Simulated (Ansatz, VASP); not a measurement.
## Na3SeBr (antiperovskite type (invented)): VASP beside Ansatz

Wanted: the spread between two codes on one cell, functional and k mesh. The cell is generated by rule, not measured, and may not be a known phase. The cell is taken from a series of runs on this material, whose earlier steps may have relaxed, scaled, displaced or heated it; both programs get it as it stands.

Main program and level: Ansatz 0.2.0; plane waves, with VASP 6.6.1 beside it; zone-centre phonons at LDA.

### 1. Set-up

It takes space group Pm-3m (No. 221, cubic). Conventional cell: a = 5.282 Å, b = 5.282 Å, c = 5.282 Å, α = 90.00°, β = 90.00°, γ = 90.00°. Br has 12 Na at 3.74 Å nearest. Nearest to Se lie 6 Na at 2.64 Å. Na has 2 Se at 2.64 Å and 8 Na at 3.74 Å and 4 Br at 3.74 Å nearest. Farther neighbours and most contacts between anions are not listed.

### 2. Ansatz: zone-centre phonons, LDA

Ansatz runs on its default PAW (the set named soft_2) files.

Second derivatives magnify differences that forces hide, and they need a tight electronic threshold.

File input.yaml:

```yaml
crystal:
  lattice:
    - [5.2822328011, 0.0, 0.0]
    - [0.0, 5.2822328011, 0.0]
    - [0.0, 0.0, 5.2822328011]
  atoms:
    - { symbol: Br, position: [0.0, 0.0, 0.0] }
    - { symbol: Se, position: [0.5, 0.5, 0.5] }
    - { symbol: Na, position: [0.5, 0.5, 0.0] }
    - { symbol: Na, position: [0.5, 0.0, 0.5] }
    - { symbol: Na, position: [0.0, 0.5, 0.5] }
kpoints:
  mp_grid: { grid: [6, 6, 6] }
hamiltonian:
  xc: lda
scf:
  occupations: { method: fixed }
output:
  eigenvalues: true
phonons:
  method: dfpt
  dielectric: true
  rigid_motions: translations
```

On the command line:

```console
$ ansatz run input.yaml --threads 4 --pin off --max-ram 9216MiB --backend cpu --events-out ev --progress --plain --runs-dir out
```

Numbers of over 12 decimals in the logs are rounded to 6 here.

The program printed:

```text
Engine: ansatz 0.2.0, aarch64-unknown-linux-gnu
Pseudopotentials: kind: paw
Pseudopotential: Br, paw, valence charge 7, recommended cutoff 420 eV (normal), Br.paw.azcp
Pseudopotential: Se, paw, valence charge 16, recommended cutoff 420 eV (normal), Se.paw.azcp
Pseudopotential: Na, paw, valence charge 9, recommended cutoff 420 eV (normal), Na.paw.azcp
Functional definition: SPW92
  exchange = slater_x
  correlation = pw_c
Crystal: 5 atoms, lattice volume = 147.385 Å³
Basis set: ecut = 420 eV, 2897 PW (Γ), exchange–correlation on 72×72×72 points (8 copies of the dense FFT grid, shifted against one another)
Bands: 30, of which v1, the nominal top of the filled ones, is band 25 counted from 1 (24 counted from 0)
Symmetry: 48 space group operations
k-points: 80 of 216 (irreducible under 2 space group operations, time reversal used)
Non-local potential: Br, projectors of the file, l = 0: 2, l = 1: 2, l = 2: 2
Non-local potential: Se, projectors of the file, l = 0: 2, l = 1: 2, l = 2: 3, l = 3: 1
Non-local potential: Na, projectors of the file, l = 0: 3, l = 1: 2, l = 2: 1
PAW form: soft (Blöchl's): semilocal exchange-correlation on the pseudo side does not see the compensation charge
PAW frozen core: Br, regenerated for the run's functional, and the local potential with it (the file was generated under x = pbe(κ = 0.804, μ = 0.219515), c = pbe(β = 0.066725))
PAW frozen core: Se, regenerated for the run's functional, and the local potential with it (the file was generated under x = pbe(κ = 0.804, μ = 0.219515), c = pbe(β = 0.066725))
PAW frozen core: Na, regenerated for the run's functional, and the local potential with it (the file was generated under x = pbe(κ = 0.804, μ = 0.219515), c = pbe(β = 0.066725))
PAW one-centre angular grid: Br, 110 points (default); XC on 64 Gauss nodes
PAW one-centre angular grid: Se, 590 points (default); XC on 64 Gauss nodes
PAW one-centre angular grid: Na, 110 points (default); XC on 64 Gauss nodes
Initial density: superposition of atomic densities (neutral atoms: chi_scale 0, normalization atom), corrected by the library's trained network
Initial wavefunctions: pseudopotential atomic-orbital guess
Functional: x = slater, c = lda
SCF iter   1: F=—  HF=-12482.365117 eV  |F-HF|=—  |Δ(HF+E_count)|=         —  Δρ=5.79e-3  dr2=2.96e-2  ethr=1.77e-3  ⟨swp⟩=5.0  Hψ=8860  notcnv=0  defer=221
preconditioner: auto → Resta (q_TF=auto, 2.278 Å⁻¹)  ε∞=2.8  [insulator: Δε(μ)=2.229 eV  Ē_g=9.196 eV  n_scr=26 (ndim 8)  ℏωp=12.2 eV  f_vac=0.170  ε∞_Penn≈2.8]
SCF iter   2: F=—  HF=-12482.347700 eV  |F-HF|=—  |Δ(HF+E_count)|=   1.74e-2  Δρ=2.00e-3  dr2=5.60e-3  ethr=5.92e-5  ⟨swp⟩=2.0  Hψ=5207  notcnv=0  defer=233
SCF iter   3: F=—  HF=-12482.346157 eV  |F-HF|=—  |Δ(HF+E_count)|=   1.54e-3  Δρ=6.55e-4  dr2=6.80e-4  ethr=1.12e-5  ⟨swp⟩=3.0  Hψ=4439  notcnv=0  defer=233
SCF iter   4: F=—  HF=-12482.346047 eV  |F-HF|=—  |Δ(HF+E_count)|=   1.10e-4  Δρ=8.72e-5  dr2=2.37e-5  ethr=1.36e-6  ⟨swp⟩=2.0  Hψ=2439  notcnv=0  defer=201
SCF iter   5: F=—  HF=-12482.346042 eV  |F-HF|=—  |Δ(HF+E_count)|=   4.72e-6  Δρ=3.80e-5  dr2=1.93e-6  ethr=4.74e-8  ⟨swp⟩=2.0  Hψ=4080  notcnv=0  defer=87
SCF iter   6: F=—  HF=-12482.346044 eV  |F-HF|=—  |Δ(HF+E_count)|=   1.67e-6  Δρ=1.44e-5  dr2=4.12e-7  ethr=3.85e-9  ⟨swp⟩=2.0  Hψ=4080  notcnv=0  defer=80
SCF iter   7: F=—  HF=-12482.346044 eV  |F-HF|=—  |Δ(HF+E_count)|=   6.12e-8  Δρ=2.71e-6  dr2=1.37e-8  ethr=8.24e-10  ⟨swp⟩=2.0  Hψ=4080  notcnv=0  defer=80
SCF iter   8: F=—  HF=-12482.346044 eV  |F-HF|=—  |Δ(HF+E_count)|=   3.96e-9  Δρ=7.30e-7  dr2=6.14e-10  ethr=2.75e-11  ⟨swp⟩=2.4  Hψ=3692  notcnv=0  defer=80
SCF iter   9: F=-12482.346044 eV  HF=-12482.346044 eV  |F-HF|=5.46e-12  |Δ(HF+E_count)|=  2.16e-10  Δρ=1.08e-7  dr2=2.53e-11  ethr=1.00e-12  ⟨swp⟩=12.3  Hψ=14569  notcnv=0
SCF 1 converged in 9 iterations: F = -12482.346044 eV  dr2 = 2.53e-11
  greatest PAW one-centre occupation: 1.000 electrons in one spin orbital (limit 2), on the Se atom at site 1 (counted from 0), in its partial waves of l = 2
DFPT response loops at Γ: preconditioner auto → none (the input reference at scf.mixing.eps_inf says where Resta's filter doesn't serve); β = 0.50; Broyden in place of MSR1
── the response to a field inside a basis, on 6×6×6 k-points: an SCF that follows is theirs, and a resumed run solves both again ──
Bands: 26, of which v1, the nominal top of the filled ones, is band 25 counted from 1 (24 counted from 0)
k-points: 10 of 216
Initial density: handed on by an earlier stage of this run
Initial wavefunctions: pseudopotential atomic-orbital guess (no wavefunctions were taken with the density)
Eigensolver: Dense (10 Hₖ)
SCF iter   1: F=—  HF=-12482.335224 eV  |F-HF|=—  |Δ(HF+E_count)|=         —  Δρ=6.20e-5  dr2=1.61e-6  ethr=1.00e-1
preconditioner: auto → Resta (q_TF=auto, 2.278 Å⁻¹)  ε∞=3.5  [insulator: Δε(μ)=2.625 eV  Ē_g=7.686 eV  n_scr=26 (ndim 8)  ℏωp=12.2 eV  f_vac=0.153  ε∞_Penn≈3.5]
SCF iter   2: F=—  HF=-12482.335224 eV  |F-HF|=—  |Δ(HF+E_count)|=   1.60e-7  Δρ=3.51e-5  dr2=6.84e-7  ethr=3.23e-9
SCF iter   3: F=-12482.335225 eV  HF=-12482.335225 eV  |F-HF|=5.64e-11  |Δ(HF+E_count)|=   3.25e-7  Δρ=1.13e-5  dr2=9.10e-8  ethr=1.37e-9
SCF 1 converged in 3 iterations: F = -12482.335225 eV  dr2 = 9.10e-8
DFPT response loops at Γ: mixed as the last ones told, above
SCF converged after 9 iterations
Free energy (F): -12482.346044 eV
Harris-Foulkes:  -12482.346044 eV  (|F-HF|=5.46e-12)
Internal energy: -12482.346044 eV  (E = F + TS)
E sigma→0 (E₀):  -12482.346044 eV
Fermi energy:    1.274445 eV
--- Per-component energies (eV) ---
  E_band       = -1143.161553
  E_kinetic    = 617.709164
  E_local      = -7819.380756  (includes V_loc(G=0)·N_el)
  E_nonlocal   = -168.535381
  E_hartree    = 3249.403341
  E_xc         = -480.541650
  E_vxc        = -353.981295  (∫ρ·V_xc dr)
  E_paw        = -4720.730240  (= ΣΔE_a)
  E_vpaw       = 82.220852  (= ΣTr[D̂ρ^β])
  E_aug_tail   = -0.000603  (compensation charges beyond the density's cutoff)
  E_ewald      = -3163.116463
  E_core_change = 2.846544  (= ΣΔE_core)
  E_smearing   = -0.000000  (= −TS)
  E_closure    = 0.000000  (closes the sum)
  Σ components = -12482.346044   (vs F -12482.346044, Δ=0.00e0)
--- Band table (eV; the first three rows and the last of 80) ---
  k-point 0: bands = [... 21 lower, 0.0704, 1.2744, 1.2744, 1.2744, 3.5108, 6.1459, 6.1459, 9.0749, ... 1 higher]
  k-point 1: bands = [... 21 lower, 0.1138, 0.9669, 1.2238, 1.2238, 3.9773, 6.2940, 6.4189, 8.8044, ... 1 higher]
  k-point 2: bands = [... 21 lower, 0.2158, 0.4917, 1.1064, 1.1064, 4.9470, 6.6642, 6.7224, 8.5100, ... 1 higher]
  k-point 79: bands = [... 21 lower, -0.0491, 0.4443, 0.4443, 0.4443, 7.0593, 7.0593, 7.0593, 8.0006, ... 1 higher]
--- Phonons (Γ-DFPT): 4 representative perturbations + reference, on 80 of 216 k-points (Σ response iterations 12) ---
  k mesh reduced under 2 symmetry operations, with k and −k counted as one. Each operation leaves every solved perturbation unchanged. A smaller set is not considered because the run solves the response to a homogeneous field
  ASR residual: 8.073e-5 → 0.000e0 eV/Å²; symmetrization residual: 1.033e-5 eV/Å²
  ASR residual per site (eV/Å²): 2.28e-6 2.44e-5 8.07e-5 8.07e-5 8.07e-5
  Γ frequencies (cm⁻¹): -72.47 -72.47 -72.47 -59.62 -59.62 -59.62 0.00 0.00 0.00 78.08 78.08 78.08 312.86 312.86 312.86
  ε∞ (high-frequency dielectric tensor):
        3.289434    -0.000000     0.000000
       -0.000000     3.289434    -0.000000
        0.000000    -0.000000     3.289434
  softest optical mode at Γ: -72.47 cm⁻¹; the repairs (sum rule, projections) moved no ω² at Γ by more than (1.67 cm⁻¹)²
  Born effective charges Z* (e; rows j = field, columns β = displacement):
    site 0:
        -1.44281    0.00000   -0.00000
        -0.00000   -1.44281    0.00000
         0.00000    0.00000   -1.44281
    site 1:
        -1.60413    0.00000   -0.00000
         0.00000   -1.60413    0.00000
         0.00000    0.00000   -1.60413
    site 2:
         0.95191   -0.00000   -0.00000
        -0.00000    0.95191    0.00000
         0.00000    0.00000    1.14311
    site 3:
         0.95191   -0.00000    0.00000
        -0.00000    1.14311    0.00000
        -0.00000    0.00000    0.95191
    site 4:
         1.14311    0.00000   -0.00000
         0.00000    0.95191    0.00000
         0.00000    0.00000    0.95191
  Z* charge neutrality: 1.453e-3 e pre-enforcement
  solved inside a basis spanned on kpoints, on 6×6×6 k-points, its susceptibility summed on 10×10×10: ε∞ is read to err by 7.5e-3, Z* by 1.8e-2 e (field_mesh: kpoints solves on kpoints); Z* is corrected for what the basis lacks
  optical modes at Γ without the LO–TO term, one row a degenerate level:
      ω (cm⁻¹)  modes    IR ((D/Å)²/amu)
        -72.47      3             7.4730
        -59.62      3             0.0000
         78.08      3             0.6092
        312.86      3             5.3661
  optical modes at Γ + LO–TO along q̂ = [1.0000, 0.0000, 0.0000]:
      ω (cm⁻¹)  modes    IR ((D/Å)²/amu)
        -72.47      2             4.9820
        -59.62      3             0.0000
[...]
optical modes at Γ + LO–TO along q̂ = [0.0000, 1.0000, 0.0000]:
      ω (cm⁻¹)  modes    IR ((D/Å)²/amu)
[...]
326.64      1             2.2208
  optical modes at Γ + LO–TO along q̂ = [0.0000, 0.0000, 1.0000]:
      ω (cm⁻¹)  modes    IR ((D/Å)²/amu)
        -72.47      2             4.9820
        -59.62      3             0.0000
         53.19      1             0.9007
         78.08      2             0.4061
         94.49      1             1.3613
        312.86      2             3.5774
        326.64      1             2.2208
```

[end of part 1 of 3]

[Lines on the potential files, build, host, timing and source positions are cut from VASP's logs without a mark.]

[Logs are printed without paths, hosts, clocks, repeated set-up lines and the standing remarks that a program may print on its own settings, such as how far it seeks lower states.]

[Hosts, paths, dates, database ids (printed as entryN), source tags and the programs' standing remarks are cut or masked in the printed files.]
